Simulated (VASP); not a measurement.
**MgO (Periclase): relaxation of cell and atoms with LDA**

Crystal: MgO (Periclase).

```
CELL_PARAMETERS angstrom
0.00000 2.02784 2.02784
2.02784 0.00000 2.02784
2.02784 2.02784 0.00000
ATOMIC_POSITIONS crystal
Mg 0.00000 0.00000 0.00000
O 0.50000 0.50000 0.50000
```

* Program: VASP 6.6.1
* Task: relaxation of cell and atoms
* Functional: LDA
* Potentials or basis: VASP PAW LDA potentials, release 64 (Mg, O)
* Cutoff: 600 eV
* k mesh: 12 × 12 × 12
* Occupations: gaussian, width 0.03 eV
* Spin: no spin polarisation
* Target pressure: 13.3 GPa
* Further INCAR settings: ALGO = Normal; EDIFF = 1e-07; IBRION = 2; EDIFFG = -0.005; NSW = 90; ISIF = 3
* Target pressure: 13.3 GPa

| Property | Result |
| --- | --- |
| Pressure after relaxing | 13.2 GPa |
| Band gap on the k mesh | 5.85 eV, direct |

Final structure:
```
CELL_PARAMETERS angstrom
0.00000 2.02784 2.02784
2.02784 0.00000 2.02784
2.02784 2.02784 0.00000
ATOMIC_POSITIONS crystal
Mg 0.00000 0.00000 0.00000
O 0.50000 0.50000 0.50000
```

Levels at points of the mesh, in eV from the valence-band top:
| k point | band 1 | band 2 | band 3 | band 4 | band 5 | band 6 | band 7 | band 8 |
| --- | --- | --- | --- | --- | --- | --- | --- | --- |
| (0.00, 0.00, 0.00) | -17.64 | 0.00 | 0.00 | 0.00 | 5.85 | 16.14 | 16.14 | 16.14 |
| (0.50, 0.00, 0.00) | -15.97 | -5.23 | -0.81 | -0.81 | 8.47 | 13.71 | 17.19 | 17.19 |
| (0.50, 0.50, 0.00) | -15.66 | -4.64 | -1.54 | -1.54 | 8.97 | 10.99 | 14.13 | 20.41 |

It took 10 s on 1 thread of AMD EPYC 7R13 Processor (Zen 3) (shared host), peak memory 0.11 GiB.

Caveat: the relaxation stopped at its first step, so nothing moved; the cell is relaxed towards a set pressure, so the enthalpy falls and the energy may rise. A k mesh can miss the band edges.
